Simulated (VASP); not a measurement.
A convergence study with VASP on SnO2 (rutile): one setting is varied, all else stays as given below, so the limit is that of these other settings.

```
CELL_PARAMETERS angstrom
      4.74000     0.00000     0.00000
      0.00000     4.74000     0.00000
      0.00000     0.00000     3.19000
ATOMIC_POSITIONS crystal
  Sn 0.00000 0.00000 0.00000
  Sn 0.50000 0.50000 0.50000
  O  0.30700 0.30700 0.00000
  O  0.80700 0.19300 0.50000
  O  0.19300 0.80700 0.50000
  O  0.69300 0.69300 0.00000
```

All values below come from PBE GGA, VASP's PBE PAW potentials (set 64) (plane waves; VASP). The tightest run used: 700 eV cut-off, 10×10×16 Γ-centred mesh, Gaussian smearing of 0.050 eV, potentials Sn_d O.

| setting | E (eV/atom) | pressure (GPa) | largest force (eV/Å) | irreducible k-points |
|---|---|---|---|---|
| 1×1×1 mesh | -4.6260 | 12.85 | 0.276 | 1 |
| 1×1×2 mesh | -6.0497 | 6.62 | 0.160 | 2 |
| 2×2×3 mesh | -6.1832 | 10.73 | 0.255 | 6 |

### Question
These are the cheaper rows. Estimate the results at 10×10×16 mesh, and how far the last row shown lies from them.

### Answer

```tsv
quantity	tightest run	last row shown is off by
E (eV/atom)	-6.1991	0.0160
pressure (GPa)	11.06	-0.33
largest force (eV/Å)	0.265	-0.010
```

Left out are rungs that failed or repeat a setting and relaxations that didn't move; long series are thinned to 24 rows.

The compound is SnO2 in the rutile structure. The cell was not relaxed at this level, forces remain on its atoms.
